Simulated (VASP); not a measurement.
Level of theory: PBE GGA, VASP's PBE PAW potentials (set 64) (plane waves; VASP 6.6.1).

A VASP calculation is set up with these files.

**KPOINTS**
```
Automatic mesh
0
Gamma
12 12 7
0 0 0
```

File POSCAR:
```
Mg
1.0
  1.6050000000  -2.7799420000   0.0000000000
  1.6050000000   2.7799420000   0.0000000000
  0.0000000000   0.0000000000   5.2100000000
Mg
2
direct
  0.3333330000   0.6666670000   0.2500000000
  0.6666670000   0.3333330000   0.7500000000
```

### INCAR
```
ALGO  =  Normal
EDIFF  =  1E-6
ENCUT  =  400
GGA  =  PE
ISIF  =  2
ISMEAR  =  1
ISYM  =  -1
LASPH  =  .True.
LCHARG  =  .False.
LREAL  =  .False.
LWAVE  =  .False.
NELM  =  100
PREC  =  Accurate
SIGMA  =  0.1
SYSTEM  =  Mg
```

POTCAR, in this order: Mg (PBE.64 set). Program: vasp_std.

Output

**OSZICAR**
```
       N       E                     dE             d eps       ncg     rms          rms(c)
DAV:   1    -0.606848553007E+00   -0.60685E+00   -0.11120E+03 12108   0.382E+02
DAV:   2    -0.300733759867E+01   -0.24005E+01   -0.22962E+01 16308   0.250E+01
DAV:   3    -0.302404001232E+01   -0.16702E-01   -0.16594E-01 16344   0.281E+00
DAV:   4    -0.302408745289E+01   -0.47441E-04   -0.47440E-04 16842   0.129E-01
DAV:   5    -0.302408764834E+01   -0.19545E-06   -0.19549E-06 16392   0.635E-03    0.967E-01
DAV:   6    -0.301817178274E+01    0.59159E-02   -0.63671E-04 14604   0.279E-01    0.620E-01
DAV:   7    -0.301067377403E+01    0.74980E-02   -0.25044E-03 12798   0.485E-01    0.346E-02
DAV:   8    -0.301068743708E+01   -0.13663E-04   -0.13786E-05 19248   0.313E-02    0.776E-03
DAV:   9    -0.301068590519E+01    0.15319E-05   -0.12978E-06 13248   0.790E-03    0.638E-04
DAV:  10    -0.301068565060E+01    0.25459E-06   -0.60386E-09  8160   0.681E-04
   1 F= -.30106857E+01 E0= -.30104230E+01  d E =-.787987E-03
```

File OUTCAR:
```
------------------------ aborting loop because EDIFF is reached ----------------------------------------
  FORCE on cell =-STRESS in cart. coord.  units (eV):
  Direction    XX          YY          ZZ          XY          YZ          ZX
  --------------------------------------------------------------------------------------
  Total       -0.0818178     -0.0818231     -0.3773883     -0.0000000      0.0000000      0.0000000
  in kB       -2.8195520     -2.8197317    -13.0053038     -0.0000009      0.0000005      0.0000002
  external PRESSURE =      -6.2148625 kB  Pullay stress =       0.0000000 kB
  volume of cell :       46.49
      direct lattice vectors                 reciprocal lattice vectors
     1.605000000 -2.779942000  0.000000000     0.311526480 -0.179859868  0.000000000
     1.605000000  2.779942000  0.000000000     0.311526480  0.179859868  0.000000000
     0.000000000  0.000000000  5.210000000     0.000000000  0.000000000  0.191938580
 POSITION                                       TOTAL-FORCE (eV/Angst)
 -----------------------------------------------------------------------------------
      1.60500      0.92665      1.30250         0.000000     -0.000003     -0.000000
      1.60500     -0.92665      3.90750        -0.000000      0.000003      0.000000
 -----------------------------------------------------------------------------------
    total drift:                               -0.000000      0.000000     -0.000000
  FREE ENERGIE OF THE ION-ELECTRON SYSTEM (eV)
  ---------------------------------------------------
  free  energy   TOTEN  =        -3.0106856506 eV

  energy  without entropy=       -3.0098976637  energy(sigma->0) =       -3.01042299
```
(Selected blocks of OUTCAR.)

The compound is Mg in the hcp structure. The cell was not relaxed at this level. The run is one of a series of settings (ISYM = -1 against the base run), some of them coarse on purpose.
